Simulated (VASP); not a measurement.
The input files of a VASP run:

**INCAR**
```
! general
SYSTEM   =  SiRh
PREC     =  Accurate
ENCUT    =  300
LREAL    =  .FALSE.
LASPH    =  .TRUE.

! electronic loop
EDIFF    =  1E-6   ! SCF stop (eV)
NELM     =  100
ALGO     =  Normal
LMAXMIX  =  4   ! l cut-off of mixed one-centre charges

! smearing
ISMEAR   =  -1   ! Fermi-Dirac
SIGMA    =  0.136   ! width (eV)

! functional
GGA      =  PE

! ions
ISIF     =  2   ! forces and stress, cell fixed

! output
LWAVE    =  .FALSE.
LCHARG   =  .FALSE.
```

### KPOINTS
```
Automatic mesh
0
Gamma
5 5 4
0 0 0
```

### POSCAR
```
SiRh
1
    3.7221720000     0.0000000000     0.0000000000
   -1.8610860000     3.2234960000     0.0000000000
    0.0000000000     0.0000000000     5.1877970000
Rh Si
2 2
Direct
  0.0000000000   0.0000000000   0.0000000000
  0.0000000000   0.0000000000   0.5000000000
  0.3333330000   0.6666670000   0.2500000000
  0.6666670000   0.3333330000   0.7500000000
```

POTCAR, in this order: Rh_pv Si (PBE.64 set). Program: vasp_std.

Question: Translate this PBE calculation to Ansatz.

Answer: One equivalent input (not run):
Ansatz 0.2 input:
```yaml
crystal:
  lattice:
    - [3.7221720, 0.0000000, 0.0000000]
    - [-1.8610860, 3.2234960, 0.0000000]
    - [0.0000000, 0.0000000, 5.1877970]
  atoms:
    - { symbol: Rh, position: [0.0000000, 0.0000000, 0.0000000] }
    - { symbol: Rh, position: [0.0000000, 0.0000000, 0.5000000] }
    - { symbol: Si, position: [0.3333330, 0.6666670, 0.2500000] }
    - { symbol: Si, position: [0.6666670, 0.3333330, 0.7500000] }
kpoints:
  mp_grid: { grid: [5, 5, 4] }
hamiltonian:
  xc: pbe
  pseudopotentials: { kind: paw }
scf:
  occupations: { method: fermi_dirac, width: 0.136 }
  max_iter: 100
output: { forces: true, stress: true, eigenvalues: true }
```
What does not carry over: each code has its own PAW files, so the cut-off isn't converted (ENCUT is set for VASP's; basis.ecutwfc is left out, and Ansatz then takes the one that its files recommend); Ansatz stops its SCF on the density residual and VASP on the energy change (EDIFF).

The structure was generated: SiRh was put into an ordered model structure, which need not be its known phase. The cell was not relaxed at this level. The k-mesh is coarse (spacing up to 0.39 per Å, 2π included), so the numbers may not be converged in it.
